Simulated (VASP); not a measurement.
An input for Ansatz (written as the equivalent of a VASP run, and not itself run):

Ansatz 0.2 input:
```yaml
crystal:
  lattice:
    - [3.2651050, 1.8851090, 7.3098800]
    - [-3.2651050, 1.8851090, 7.3098800]
    - [0.0000000, -3.7702190, 7.3098800]
  atoms:
    - { symbol: Rb, position: [0.5000000, 0.5000000, 0.5000000] }
    - { symbol: Rb, position: [0.9193770, 0.9193770, 0.9193770] }
    - { symbol: Rb, position: [0.0806230, 0.0806230, 0.0806230] }
    - { symbol: Sb, position: [0.2472400, 0.2472400, 0.2472400] }
    - { symbol: Sb, position: [0.7527600, 0.7527600, 0.7527600] }
    - { symbol: Au, position: [0.5000000, 0.0000000, 0.5000000] }
    - { symbol: Au, position: [0.5000000, 0.5000000, 0.0000000] }
    - { symbol: Au, position: [0.0000000, 0.5000000, 0.5000000] }
kpoints:
  mp_grid: { grid: [3, 3, 3] }
hamiltonian:
  xc: lda
  pseudopotentials: { kind: paw }
scf:
  occupations: { method: fermi_dirac, width: 0.02 }
  max_iter: 100
output: { forces: true, stress: true, eigenvalues: true }
```

Problem. Write the VASP files for the same calculation (LDA).

Solution. Several could match; the one computed here: 
**INCAR**
```
ALGO  =  Normal
EDIFF  =  1E-6
ENCUT  =  300
ISIF  =  2
ISMEAR  =  -1
LASPH  =  .True.
LCHARG  =  .False.
LMAXMIX  =  6
LREAL  =  .False.
LWAVE  =  .False.
NELM  =  100
PREC  =  Accurate
SIGMA  =  0.02
SYSTEM  =  Rb3Sb2Au3
```

**POSCAR**
```
Rb3Sb2Au3
1
    3.2651050000     1.8851090000     7.3098800000
   -3.2651050000     1.8851090000     7.3098800000
    0.0000000000    -3.7702190000     7.3098800000
Rb Sb Au
3 2 3
Direct
  0.5000000000   0.5000000000   0.5000000000
  0.9193770000   0.9193770000   0.9193770000
  0.0806230000   0.0806230000   0.0806230000
  0.2472400000   0.2472400000   0.2472400000
  0.7527600000   0.7527600000   0.7527600000
  0.5000000000   0.0000000000   0.5000000000
  0.5000000000   0.5000000000   0.0000000000
  0.0000000000   0.5000000000   0.5000000000
```

**KPOINTS**
```
Regular mesh
0
G
  3 3 3
0 0 0
```

POTCAR, in this order: Rb_sv Sb Au (LDA.64 set). Program: vasp_std.

What does not carry over: each code has its own PAW files, so the cut-off isn't converted (ENCUT is set for VASP's; basis.ecutwfc is left out, and Ansatz then takes the one that its files recommend); Ansatz stops its SCF on the density residual and VASP on the energy change (EDIFF); Ansatz's lda is the Perdew-Wang form, while the LDA potentials of VASP carry Perdew-Zunger's.

The structure comes from a computed database's Rb3Sb2Au3 entry (R-3m); how it stands against other phases isn't given here. The cell was not relaxed at this level.
